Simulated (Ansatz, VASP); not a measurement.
# Ge (Germanium) in two plane-wave programs

Aim: how closely do two programs agree when they are given the same cell, functional and k mesh? The cell is taken from a series of runs on this material, whose earlier steps may have relaxed, scaled, displaced or heated it; both programs get it as it stands.

Calculated with Ansatz 0.2.0; plane waves, with VASP 6.6.1 beside it; zone-centre phonons at LDA.

## 1. The starting structure

Symmetry: Imma, No. 74, orthorhombic system. The conventional cell has a = 3.974 Å, b = 4.134 Å, c = 5.534 Å, α = 90.00°, β = 90.00°, γ = 90.00°. Nearest to Ge lie 4 Ge at 2.44 to 2.47 Å.

## 2. VASP: zone-centre phonons, LDA

Second derivatives magnify differences that forces hide, and they need a tight electronic threshold.

Lines of VASP's logs that name or quote its potential files are left out, and so is its time.

INCAR reads:

```
SYSTEM = Ge
PREC = Accurate
ENCUT = 500
EDIFF = 1E-08
NELM = 120
ISMEAR = 0
SIGMA = 0.015
LREAL = .FALSE.
ALGO = Normal
GGA = CA
NBANDS = 20
LORBIT = 11
LWAVE = .FALSE.
LCHARG = .FALSE.
ISIF = 2
ISYM = 2
IBRION = 8
LASPH = .TRUE.
GGA_COMPAT = .FALSE.
KPAR = 2
```

POSCAR reads:

```
Ge
1.0
    0.0566810578      2.8664913214      2.7669511528
    2.8664913214      0.0566810578      2.7669511528
    2.9231723791      2.9231723791      0.0000000000
Ge
2
Direct
    0.5025696734      0.5025696734      0.4973561345
    0.7474303266      0.7474303266      0.7526438655
```

KPOINTS reads:

```
Points of the shifted mesh
1728
Reciprocal
 0.0416666667  0.0416666667  0.0416666667 1
 0.0416666667  0.0416666667  0.1250000000 1
 0.0416666667  0.0416666667  0.2083333333 1
 0.0416666667  0.0416666667  0.2916666667 1
 0.0416666667  0.0416666667  0.3750000000 1
 0.0416666667  0.0416666667  0.4583333333 1
 0.0416666667  0.0416666667  0.5416666667 1
 0.0416666667  0.0416666667  0.6250000000 1
 0.0416666667  0.0416666667  0.7083333333 1
 0.0416666667  0.0416666667  0.7916666667 1
 0.0416666667  0.0416666667  0.8750000000 1
 0.0416666667  0.0416666667  0.9583333333 1
 0.0416666667  0.1250000000  0.0416666667 1
 0.0416666667  0.1250000000  0.1250000000 1
 0.0416666667  0.1250000000  0.2083333333 1
 0.0416666667  0.1250000000  0.2916666667 1
 0.0416666667  0.1250000000  0.3750000000 1
 0.0416666667  0.1250000000  0.4583333333 1
 0.0416666667  0.1250000000  0.5416666667 1
 0.0416666667  0.1250000000  0.6250000000 1
 0.0416666667  0.1250000000  0.7083333333 1
 0.0416666667  0.1250000000  0.7916666667 1
 0.0416666667  0.1250000000  0.8750000000 1
 0.0416666667  0.1250000000  0.9583333333 1
 0.0416666667  0.2083333333  0.0416666667 1
 0.0416666667  0.2083333333  0.1250000000 1
 0.0416666667  0.2083333333  0.2083333333 1
 0.0416666667  0.2083333333  0.2916666667 1
 0.0416666667  0.2083333333  0.3750000000 1
 0.0416666667  0.2083333333  0.4583333333 1
 0.0416666667  0.2083333333  0.5416666667 1
 0.0416666667  0.2083333333  0.6250000000 1
 0.0416666667  0.2083333333  0.7083333333 1
 0.0416666667  0.2083333333  0.7916666667 1
 0.0416666667  0.2083333333  0.8750000000 1
 0.0416666667  0.2083333333  0.9583333333 1
 0.0416666667  0.2916666667  0.0416666667 1
 0.0416666667  0.2916666667  0.1250000000 1
 0.0416666667  0.2916666667  0.2083333333 1
 0.0416666667  0.2916666667  0.2916666667 1
 0.0416666667  0.2916666667  0.3750000000 1
 0.0416666667  0.2916666667  0.4583333333 1
 0.0416666667  0.2916666667  0.5416666667 1
 0.0416666667  0.2916666667  0.6250000000 1
 0.0416666667  0.2916666667  0.7083333333 1
 0.0416666667  0.2916666667  0.7916666667 1
 0.0416666667  0.2916666667  0.8750000000 1
 0.0416666667  0.2916666667  0.9583333333 1
 0.0416666667  0.3750000000  0.0416666667 1
 0.0416666667  0.3750000000  0.1250000000 1
 0.0416666667  0.3750000000  0.2083333333 1
 0.0416666667  0.3750000000  0.2916666667 1
 0.0416666667  0.3750000000  0.3750000000 1
 0.0416666667  0.3750000000  0.4583333333 1
 0.0416666667  0.3750000000  0.5416666667 1
 0.0416666667  0.3750000000  0.6250000000 1
 0.0416666667  0.3750000000  0.7083333333 1
 0.0416666667  0.3750000000  0.7916666667 1
 0.0416666667  0.3750000000  0.8750000000 1
 0.0416666667  0.3750000000  0.9583333333 1
 0.0416666667  0.4583333333  0.0416666667 1
 0.0416666667  0.4583333333  0.1250000000 1
 0.0416666667  0.4583333333  0.2083333333 1
 0.0416666667  0.4583333333  0.2916666667 1
 0.0416666667  0.4583333333  0.3750000000 1
 0.0416666667  0.4583333333  0.4583333333 1
 0.0416666667  0.4583333333  0.5416666667 1
 0.0416666667  0.4583333333  0.6250000000 1
 0.0416666667  0.4583333333  0.7083333333 1
 0.0416666667  0.4583333333  0.7916666667 1
 0.0416666667  0.4583333333  0.8750000000 1
 0.0416666667  0.4583333333  0.9583333333 1
 0.0416666667  0.5416666667  0.0416666667 1
 0.0416666667  0.5416666667  0.1250000000 1
 0.0416666667  0.5416666667  0.2083333333 1
 0.0416666667  0.5416666667  0.2916666667 1
 0.0416666667  0.5416666667  0.3750000000 1
 0.0416666667  0.5416666667  0.4583333333 1
 0.0416666667  0.5416666667  0.5416666667 1
 0.0416666667  0.5416666667  0.6250000000 1
 0.0416666667  0.5416666667  0.7083333333 1
 0.0416666667  0.5416666667  0.7916666667 1
 0.0416666667  0.5416666667  0.8750000000 1
 0.0416666667  0.5416666667  0.9583333333 1
 0.0416666667  0.6250000000  0.0416666667 1
 0.0416666667  0.6250000000  0.1250000000 1
 0.0416666667  0.6250000000  0.2083333333 1
 0.0416666667  0.6250000000  0.2916666667 1
 0.0416666667  0.6250000000  0.3750000000 1
 0.0416666667  0.6250000000  0.4583333333 1
 0.0416666667  0.6250000000  0.5416666667 1
 0.0416666667  0.6250000000  0.6250000000 1
 0.0416666667  0.6250000000  0.7083333333 1
 0.0416666667  0.6250000000  0.7916666667 1
 0.0416666667  0.6250000000  0.8750000000 1
 0.0416666667  0.6250000000  0.9583333333 1
 0.0416666667  0.7083333333  0.0416666667 1
 0.0416666667  0.7083333333  0.1250000000 1
 0.0416666667  0.7083333333  0.2083333333 1
 0.0416666667  0.7083333333  0.2916666667 1
 0.0416666667  0.7083333333  0.3750000000 1
 0.0416666667  0.7083333333  0.4583333333 1
 0.0416666667  0.7083333333  0.5416666667 1
 0.0416666667  0.7083333333  0.6250000000 1
 0.0416666667  0.7083333333  0.7083333333 1
 0.0416666667  0.7083333333  0.7916666667 1
 0.0416666667  0.7083333333  0.8750000000 1
 0.0416666667  0.7083333333  0.9583333333 1
 0.0416666667  0.7916666667  0.0416666667 1
 0.0416666667  0.7916666667  0.1250000000 1
 0.0416666667  0.7916666667  0.2083333333 1
 0.0416666667  0.7916666667  0.2916666667 1
[... 1390 lines left out ...]
 0.8750000000  0.4583333333  0.1250000000 1
 0.8750000000  0.4583333333  0.2083333333 1
 0.8750000000  0.4583333333  0.2916666667 1
 0.8750000000  0.4583333333  0.3750000000 1
 0.8750000000  0.4583333333  0.4583333333 1
 0.8750000000  0.4583333333  0.5416666667 1
 0.8750000000  0.4583333333  0.6250000000 1
 0.8750000000  0.4583333333  0.7083333333 1
 0.8750000000  0.4583333333  0.7916666667 1
 0.8750000000  0.4583333333  0.8750000000 1
 0.8750000000  0.4583333333  0.9583333333 1
 0.8750000000  0.5416666667  0.0416666667 1
 0.8750000000  0.5416666667  0.1250000000 1
 0.8750000000  0.5416666667  0.2083333333 1
 0.8750000000  0.5416666667  0.2916666667 1
 0.8750000000  0.5416666667  0.3750000000 1
 0.8750000000  0.5416666667  0.4583333333 1
 0.8750000000  0.5416666667  0.5416666667 1
 0.8750000000  0.5416666667  0.6250000000 1
 0.8750000000  0.5416666667  0.7083333333 1
 0.8750000000  0.5416666667  0.7916666667 1
 0.8750000000  0.5416666667  0.8750000000 1
 0.8750000000  0.5416666667  0.9583333333 1
 0.8750000000  0.6250000000  0.0416666667 1
 0.8750000000  0.6250000000  0.1250000000 1
 0.8750000000  0.6250000000  0.2083333333 1
 0.8750000000  0.6250000000  0.2916666667 1
 0.8750000000  0.6250000000  0.3750000000 1
 0.8750000000  0.6250000000  0.4583333333 1
 0.8750000000  0.6250000000  0.5416666667 1
 0.8750000000  0.6250000000  0.6250000000 1
 0.8750000000  0.6250000000  0.7083333333 1
 0.8750000000  0.6250000000  0.7916666667 1
 0.8750000000  0.6250000000  0.8750000000 1
 0.8750000000  0.6250000000  0.9583333333 1
 0.8750000000  0.7083333333  0.0416666667 1
 0.8750000000  0.7083333333  0.1250000000 1
 0.8750000000  0.7083333333  0.2083333333 1
 0.8750000000  0.7083333333  0.2916666667 1
 0.8750000000  0.7083333333  0.3750000000 1
 0.8750000000  0.7083333333  0.4583333333 1
 0.8750000000  0.7083333333  0.5416666667 1
 0.8750000000  0.7083333333  0.6250000000 1
 0.8750000000  0.7083333333  0.7083333333 1
 0.8750000000  0.7083333333  0.7916666667 1
 0.8750000000  0.7083333333  0.8750000000 1
 0.8750000000  0.7083333333  0.9583333333 1
 0.8750000000  0.7916666667  0.0416666667 1
 0.8750000000  0.7916666667  0.1250000000 1
 0.8750000000  0.7916666667  0.2083333333 1
 0.8750000000  0.7916666667  0.2916666667 1
 0.8750000000  0.7916666667  0.3750000000 1
 0.8750000000  0.7916666667  0.4583333333 1
 0.8750000000  0.7916666667  0.5416666667 1
 0.8750000000  0.7916666667  0.6250000000 1
 0.8750000000  0.7916666667  0.7083333333 1
 0.8750000000  0.7916666667  0.7916666667 1
 0.8750000000  0.7916666667  0.8750000000 1
 0.8750000000  0.7916666667  0.9583333333 1
 0.8750000000  0.8750000000  0.0416666667 1
 0.8750000000  0.8750000000  0.1250000000 1
 0.8750000000  0.8750000000  0.2083333333 1
 0.8750000000  0.8750000000  0.2916666667 1
 0.8750000000  0.8750000000  0.3750000000 1
 0.8750000000  0.8750000000  0.4583333333 1
 0.8750000000  0.8750000000  0.5416666667 1
 0.8750000000  0.8750000000  0.6250000000 1
 0.8750000000  0.8750000000  0.7083333333 1
 0.8750000000  0.8750000000  0.7916666667 1
 0.8750000000  0.8750000000  0.8750000000 1
 0.8750000000  0.8750000000  0.9583333333 1
 0.8750000000  0.9583333333  0.0416666667 1
 0.8750000000  0.9583333333  0.1250000000 1
 0.8750000000  0.9583333333  0.2083333333 1
 0.8750000000  0.9583333333  0.2916666667 1
 0.8750000000  0.9583333333  0.3750000000 1
 0.8750000000  0.9583333333  0.4583333333 1
 0.8750000000  0.9583333333  0.5416666667 1
 0.8750000000  0.9583333333  0.6250000000 1
 0.8750000000  0.9583333333  0.7083333333 1
 0.8750000000  0.9583333333  0.7916666667 1
 0.8750000000  0.9583333333  0.8750000000 1
 0.8750000000  0.9583333333  0.9583333333 1
 0.9583333333  0.0416666667  0.0416666667 1
 0.9583333333  0.0416666667  0.1250000000 1
 0.9583333333  0.0416666667  0.2083333333 1
 0.9583333333  0.0416666667  0.2916666667 1
 0.9583333333  0.0416666667  0.3750000000 1
 0.9583333333  0.0416666667  0.4583333333 1
 0.9583333333  0.0416666667  0.5416666667 1
 0.9583333333  0.0416666667  0.6250000000 1
 0.9583333333  0.0416666667  0.7083333333 1
 0.9583333333  0.0416666667  0.7916666667 1
 0.9583333333  0.0416666667  0.8750000000 1
 0.9583333333  0.0416666667  0.9583333333 1
 0.9583333333  0.1250000000  0.0416666667 1
 0.9583333333  0.1250000000  0.1250000000 1
 0.9583333333  0.1250000000  0.2083333333 1
 0.9583333333  0.1250000000  0.2916666667 1
 0.9583333333  0.1250000000  0.3750000000 1
 0.9583333333  0.1250000000  0.4583333333 1
 0.9583333333  0.1250000000  0.5416666667 1
 0.9583333333  0.1250000000  0.6250000000 1
 0.9583333333  0.1250000000  0.7083333333 1
 0.9583333333  0.1250000000  0.7916666667 1
 0.9583333333  0.1250000000  0.8750000000 1
 0.9583333333  0.1250000000  0.9583333333 1
 0.9583333333  0.2083333333  0.0416666667 1
 0.9583333333  0.2083333333  0.1250000000 1
 0.9583333333  0.2083333333  0.2083333333 1
 0.9583333333  0.2083333333  0.2916666667 1
 0.9583333333  0.2083333333  0.3750000000 1
 0.9583333333  0.2083333333  0.4583333333 1
 0.9583333333  0.2083333333  0.5416666667 1
 0.9583333333  0.2083333333  0.6250000000 1
 0.9583333333  0.2083333333  0.7083333333 1
 0.9583333333  0.2083333333  0.7916666667 1
 0.9583333333  0.2083333333  0.8750000000 1
 0.9583333333  0.2083333333  0.9583333333 1
 0.9583333333  0.2916666667  0.0416666667 1
 0.9583333333  0.2916666667  0.1250000000 1
 0.9583333333  0.2916666667  0.2083333333 1
 0.9583333333  0.2916666667  0.2916666667 1
 0.9583333333  0.2916666667  0.3750000000 1
 0.9583333333  0.2916666667  0.4583333333 1
 0.9583333333  0.2916666667  0.5416666667 1
 0.9583333333  0.2916666667  0.6250000000 1
 0.9583333333  0.2916666667  0.7083333333 1
 0.9583333333  0.2916666667  0.7916666667 1
 0.9583333333  0.2916666667  0.8750000000 1
 0.9583333333  0.2916666667  0.9583333333 1
 0.9583333333  0.3750000000  0.0416666667 1
 0.9583333333  0.3750000000  0.1250000000 1
 0.9583333333  0.3750000000  0.2083333333 1
 0.9583333333  0.3750000000  0.2916666667 1
 0.9583333333  0.3750000000  0.3750000000 1
 0.9583333333  0.3750000000  0.4583333333 1
 0.9583333333  0.3750000000  0.5416666667 1
 0.9583333333  0.3750000000  0.6250000000 1
 0.9583333333  0.3750000000  0.7083333333 1
 0.9583333333  0.3750000000  0.7916666667 1
 0.9583333333  0.3750000000  0.8750000000 1
 0.9583333333  0.3750000000  0.9583333333 1
 0.9583333333  0.4583333333  0.0416666667 1
 0.9583333333  0.4583333333  0.1250000000 1
 0.9583333333  0.4583333333  0.2083333333 1
 0.9583333333  0.4583333333  0.2916666667 1
 0.9583333333  0.4583333333  0.3750000000 1
 0.9583333333  0.4583333333  0.4583333333 1
 0.9583333333  0.4583333333  0.5416666667 1
 0.9583333333  0.4583333333  0.6250000000 1
 0.9583333333  0.4583333333  0.7083333333 1
 0.9583333333  0.4583333333  0.7916666667 1
 0.9583333333  0.4583333333  0.8750000000 1
 0.9583333333  0.4583333333  0.9583333333 1
 0.9583333333  0.5416666667  0.0416666667 1
 0.9583333333  0.5416666667  0.1250000000 1
 0.9583333333  0.5416666667  0.2083333333 1
 0.9583333333  0.5416666667  0.2916666667 1
 0.9583333333  0.5416666667  0.3750000000 1
 0.9583333333  0.5416666667  0.4583333333 1
 0.9583333333  0.5416666667  0.5416666667 1
 0.9583333333  0.5416666667  0.6250000000 1
 0.9583333333  0.5416666667  0.7083333333 1
 0.9583333333  0.5416666667  0.7916666667 1
 0.9583333333  0.5416666667  0.8750000000 1
 0.9583333333  0.5416666667  0.9583333333 1
 0.9583333333  0.6250000000  0.0416666667 1
 0.9583333333  0.6250000000  0.1250000000 1
 0.9583333333  0.6250000000  0.2083333333 1
 0.9583333333  0.6250000000  0.2916666667 1
 0.9583333333  0.6250000000  0.3750000000 1
 0.9583333333  0.6250000000  0.4583333333 1
 0.9583333333  0.6250000000  0.5416666667 1
 0.9583333333  0.6250000000  0.6250000000 1
 0.9583333333  0.6250000000  0.7083333333 1
 0.9583333333  0.6250000000  0.7916666667 1
 0.9583333333  0.6250000000  0.8750000000 1
 0.9583333333  0.6250000000  0.9583333333 1
 0.9583333333  0.7083333333  0.0416666667 1
 0.9583333333  0.7083333333  0.1250000000 1
 0.9583333333  0.7083333333  0.2083333333 1
 0.9583333333  0.7083333333  0.2916666667 1
 0.9583333333  0.7083333333  0.3750000000 1
 0.9583333333  0.7083333333  0.4583333333 1
 0.9583333333  0.7083333333  0.5416666667 1
 0.9583333333  0.7083333333  0.6250000000 1
 0.9583333333  0.7083333333  0.7083333333 1
 0.9583333333  0.7083333333  0.7916666667 1
 0.9583333333  0.7083333333  0.8750000000 1
 0.9583333333  0.7083333333  0.9583333333 1
 0.9583333333  0.7916666667  0.0416666667 1
 0.9583333333  0.7916666667  0.1250000000 1
 0.9583333333  0.7916666667  0.2083333333 1
 0.9583333333  0.7916666667  0.2916666667 1
 0.9583333333  0.7916666667  0.3750000000 1
 0.9583333333  0.7916666667  0.4583333333 1
 0.9583333333  0.7916666667  0.5416666667 1
 0.9583333333  0.7916666667  0.6250000000 1
 0.9583333333  0.7916666667  0.7083333333 1
 0.9583333333  0.7916666667  0.7916666667 1
 0.9583333333  0.7916666667  0.8750000000 1
 0.9583333333  0.7916666667  0.9583333333 1
 0.9583333333  0.8750000000  0.0416666667 1
 0.9583333333  0.8750000000  0.1250000000 1
 0.9583333333  0.8750000000  0.2083333333 1
 0.9583333333  0.8750000000  0.2916666667 1
 0.9583333333  0.8750000000  0.3750000000 1
 0.9583333333  0.8750000000  0.4583333333 1
 0.9583333333  0.8750000000  0.5416666667 1
 0.9583333333  0.8750000000  0.6250000000 1
 0.9583333333  0.8750000000  0.7083333333 1
 0.9583333333  0.8750000000  0.7916666667 1
 0.9583333333  0.8750000000  0.8750000000 1
 0.9583333333  0.8750000000  0.9583333333 1
 0.9583333333  0.9583333333  0.0416666667 1
 0.9583333333  0.9583333333  0.1250000000 1
 0.9583333333  0.9583333333  0.2083333333 1
 0.9583333333  0.9583333333  0.2916666667 1
 0.9583333333  0.9583333333  0.3750000000 1
 0.9583333333  0.9583333333  0.4583333333 1
 0.9583333333  0.9583333333  0.5416666667 1
 0.9583333333  0.9583333333  0.6250000000 1
 0.9583333333  0.9583333333  0.7083333333 1
 0.9583333333  0.9583333333  0.7916666667 1
 0.9583333333  0.9583333333  0.8750000000 1
 0.9583333333  0.9583333333  0.9583333333 1
```

The projector-augmented-wave data sets are Ge_d (LDA family, release 64).

Started as:

```
$ mpirun -np 2 vasp_std
```

Numbers of over 12 decimals in the logs are rounded to 6 here.

The program printed:

```text
[banner, memory and clock lines left out]
running    2 mpi-ranks, on    1 nodes
 distrk:  each k-point on    1 cores,    2 groups
 distr:  one band on    1 cores,    1 groups

 POSCAR found type information on POSCAR Ge
 POSCAR found :  1 types and       2 ions
 LDA part: xc-table for (Slater(with rela. corr.)+CA(PZ))
 , standard interpolation
 POSCAR, INCAR and KPOINTS ok, starting setup
 FFT: planning ... GRIDC
 FFT: planning ... GRID_SOFT
 FFT: planning ... GRID
 WAVECAR not read
 entering main loop
       N       E                     dE             d eps       ncg     rms          rms(c)
DAV:   1     0.183389084575E+03    0.18339E+03   -0.14728E+04 74124   0.368E+03
DAV:   2     0.151267803118E+02   -0.16826E+03   -0.16376E+03 69272   0.583E+02
DAV:   3    -0.973326846430E+01   -0.24860E+02   -0.24688E+02 77824   0.144E+02
DAV:   4    -0.105266514734E+02   -0.79338E+00   -0.79281E+00 77944   0.302E+01
DAV:   5    -0.105396072316E+02   -0.12956E-01   -0.12955E-01 77172   0.420E+00    0.326E+00
DAV:   6    -0.104239194961E+02    0.11569E+00   -0.38549E-02 76984   0.174E+00    0.186E+00
DAV:   7    -0.103659579632E+02    0.57962E-01   -0.77791E-02 73000   0.213E+00    0.143E-01
DAV:   8    -0.103666163878E+02   -0.65842E-03   -0.61266E-03 78660   0.922E-01    0.494E-02
DAV:   9    -0.103666470400E+02   -0.30652E-04   -0.12839E-04 80692   0.131E-01    0.182E-02
DAV:  10    -0.103666460715E+02    0.96852E-06   -0.13220E-05 93944   0.497E-02    0.464E-03
DAV:  11    -0.103666458992E+02    0.17234E-06   -0.17214E-06 74596   0.975E-03    0.111E-03
DAV:  12    -0.103666458884E+02    0.10774E-07   -0.19177E-07 80792   0.346E-03    0.573E-04
DAV:  13    -0.103666458859E+02    0.25229E-08   -0.99220E-09 51200   0.132E-03
   1 F= -.10366646E+02 E0= -.10366646E+02  d E =-.387726E-06
 Linear response reoptimize wavefunctions to high precision
DAV:   1    -0.103666458863E+02   -0.38563E-09   -0.28396E-09 57836   0.604E-04
DAV:   2    -0.103666458863E+02   -0.20009E-10   -0.26158E-10 39752   0.190E-04
 Linear response DOF=           2
 Linear response progress:
  Degree of freedom:   1/  2
       N       E                     dE             d eps       ncg     rms          rms(c)
RMM:   1    -0.188339157579E+00   -0.18834E+00    0.83771E+00 84884   0.445E+01
RMM:   2    -0.195768788795E+00   -0.74296E-02   -0.13103E-02111444   0.108E+00    0.739E-02
RMM:   3    -0.195810458528E+00   -0.41670E-04   -0.95811E-04118477   0.323E-01    0.424E-02
RMM:   4    -0.195740754361E+00    0.69704E-04   -0.65383E-05126346   0.832E-02    0.484E-03
RMM:   5    -0.195746819842E+00   -0.60655E-05   -0.47085E-06122270   0.196E-02    0.238E-03
RMM:   6    -0.195757933575E+00   -0.11114E-04   -0.24836E-07123549   0.537E-03    0.317E-04
RMM:   7    -0.195757159761E+00    0.77381E-06   -0.58165E-08127946   0.183E-03    0.212E-04
RMM:   8    -0.195756798749E+00    0.36101E-06   -0.20176E-08129425   0.630E-04    0.439E-05
RMM:   9    -0.195756638400E+00    0.16035E-06   -0.93369E-11129431   0.286E-04    0.188E-05
RMM:  10    -0.195756768649E+00   -0.13025E-06   -0.38882E-09130544   0.134E-04    0.614E-06
RMM:  11    -0.195756778468E+00   -0.98189E-08   -0.40734E-09134030   0.738E-05    0.358E-06
 first order change of Fermi-energy  -0.12410E+00
 force on displaced ion       1 direction 1 : -10.972   0.524   0.000
 Linear response progress:
  Degree of freedom:   2/  2
       N       E                     dE             d eps       ncg     rms          rms(c)
RMM:   1    -0.188002053872E+00   -0.18800E+00    0.85633E+00 84443   0.449E+01
RMM:   2    -0.195498824400E+00   -0.74968E-02   -0.13702E-02112568   0.109E+00    0.720E-02
RMM:   3    -0.195532369829E+00   -0.33545E-04   -0.89938E-04118306   0.309E-01    0.413E-02
RMM:   4    -0.195465213528E+00    0.67156E-04   -0.64456E-05126591   0.820E-02    0.501E-03
RMM:   5    -0.195471352493E+00   -0.61390E-05   -0.42585E-06121306   0.191E-02    0.225E-03
RMM:   6    -0.195480744309E+00   -0.93918E-05   -0.27081E-07123983   0.541E-03    0.413E-04
RMM:   7    -0.195480923255E+00   -0.17895E-06   -0.49311E-08127515   0.167E-03    0.213E-04
RMM:   8    -0.195480704951E+00    0.21830E-06   -0.79252E-09128029   0.591E-04    0.423E-05
RMM:   9    -0.195480523540E+00    0.18141E-06   -0.55125E-09115100   0.275E-04    0.146E-05
RMM:  10    -0.195480590111E+00   -0.66572E-07   -0.54462E-09128320   0.133E-04    0.659E-06
RMM:  11    -0.195480604070E+00   -0.13959E-07   -0.15426E-08132016   0.676E-05    0.360E-06
RMM:  12    -0.195480633607E+00   -0.29537E-07   -0.64137E-09133681   0.414E-05    0.114E-06
RMM:  13    -0.195480637093E+00   -0.34860E-08   -0.12678E-09116561   0.297E-05    0.512E-07
 first order change of Fermi-energy   0.12720E+01
 force on displaced ion       1 direction 3 :   0.003   0.003 -10.787
 Linear response finished
```

[end of part 1 of 2]

[Lines on the potential files, build, host, timing and source positions are cut from VASP's logs without a mark.]

[Logs are printed without paths, hosts, clocks, repeated set-up lines and the standing remarks that a program may print on its own settings, such as how far it seeks lower states.]

[Hosts, paths, dates, database ids (printed as entryN), source tags and the programs' standing remarks are cut or masked in the printed files.]
